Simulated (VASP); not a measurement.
A convergence study with VASP on Sr (space group Fm-3m): a few settings are varied, all else stays as given below, so the limit is that of these other settings.

```yaml
crystal:
  lattice:
    - [0.00000, 3.03088, 3.03088]
    - [3.03088, 0.00000, 3.03088]
    - [3.03088, 3.03088, 0.00000]
  atoms:
    - { symbol: Sr, position: [0.00000, 0.00000, 0.00000] }
```

Computed with PBE GGA, VASP's PBE PAW potentials (set 64) (plane waves; VASP). The last row used: 300 eV cut-off, 9×9×9 Γ-centred mesh, Fermi-Dirac smearing of 0.10 eV, potentials Sr_sv.

```
setting      pressure (GPa)  irreducible k-points
-----------  --------------  --------------------
NBANDS = 5                …                    35
NBANDS = 6            -0.21                    35
NBANDS = 7            -0.21                    35
NBANDS = 8            -0.21                    35
NBANDS = 9            -0.21                    35
NBANDS = 11           -0.21                    35
NBANDS = 15           -0.21                    35
NBANDS = 21           -0.21                    35
NBANDS = 37           -0.21                    35
```

Some entries are withheld; supply them.

- NBANDS = 5, pressure (GPa): -0.34

VASP warned of too few bands at NBANDS = 5; NBANDS = 6.

Left out are rungs that failed or repeat a setting and relaxations that didn't move; long series are thinned to 24 rows.

The structure is a typed Sr crystal (space group no. 225). The cell was not relaxed at this level. VASP warned that the highest band is occupied, so more bands are needed.
